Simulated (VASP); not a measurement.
Au: energy against volume

Au (fcc, Fm-3m, 17.552 Å³/atom and stress up to 0.18 GPa in the relaxed cell, cube axes along x, y and z) under an equal strain ε along all three axes. r2SCAN in VASP (plane waves, PAW), 480 eV, 18×18×18 Γ-centred mesh, Methfessel-Paxton smearing 0.10 eV.

Here V stands for volume and E for E less E0.

| volume (Å³/atom) | E less E0 (meV/atom) | pressure (GPa) |
|---|---|---|
| 16.5199 | 35.77 | 11.57 |
| 16.7740 | 19.94 | 8.33 |
| 17.0307 | 8.92 | 5.37 |
| 17.2901 | 2.37 | 2.65 |
| 17.5521 | 0.00 | 0.18 |
| 17.8167 | 1.50 | -2.08 |
| 18.0839 | 6.61 | -4.17 |
| 18.3538 | 15.09 | -6.00 |
| 18.6264 | 26.67 | -7.64 |
| 19.1796 | ? | ? |

The 9 complete rows are fitted with the third-order Birch-Murnaghan form, a cubic in V^(-2/3), E against V. With u = V^(-2/3) - 0.148, the rows have u = 0.006168, 0.004607, 0.003070, 0.001555, 0.000063, -0.001406, -0.002854, -0.004280, -0.005686. Least squares gives E = -0.018 + 150.3·u + 882817·u² + 5429804·u³. Residuals (row less fit): 0.001, -0.003, -0.001, -0.001, 0.005, -0.001, -0.008, 0.005, -0.001; standard error 0.005 (degrees of freedom: 5). Its minimum lies at u = -0.000085, so V0 = (0.147915)^(-3/2) = 17.58. There d²E/du² = 1763000 and d³E/du³ = 3.258e7, so B0 = (4/9) × 17.58^(-7/3) × 1763000 × 0.160218 = 156 GPa (the last factor turns the table's units into GPa), and B0' = 4 + (2/3) × 0.147915 × (3.258e7)/1763000 = 5.8. B0' rests on the cubic coefficient alone and has a standard error of 0.1 from these residuals.

**Question.** Estimate the missing E (V = 19.1796); what did the run itself give?

**Answer.** u = -0.008436, so E = -0.018 + 150.3 × (-0.008436) + 882817 × (-0.008436)² + 5429804 × (-0.008436)³ = 58.281 meV/atom. The calculation gives 57.87 meV/atom, 0.411 meV/atom below the prediction (0.7 % of the range of E in the table). The row lies outside the fitted rows, so this is an extrapolation. The scatter of the fitted rows lies at the last printed digit.

In a metal these values are sensitive to mesh and smearing; energies are taken to zero smearing, stresses follow the free energy. Spin-orbit coupling is left out, which can shift these values for the heavy elements here. Other structures, which can take over under pressure, weren't tried. The same form fitted to the pressure column gives B0' = 5.9; series where the two differ by over 0.4 aren't shown. Rows are the converged runs of the series near zero and its far end, less any whose ions stayed unrelaxed beside relaxed ones; series whose fitted rows scatter by over a few per cent of the range, as at a crossing or softening among them, aren't shown in this form.
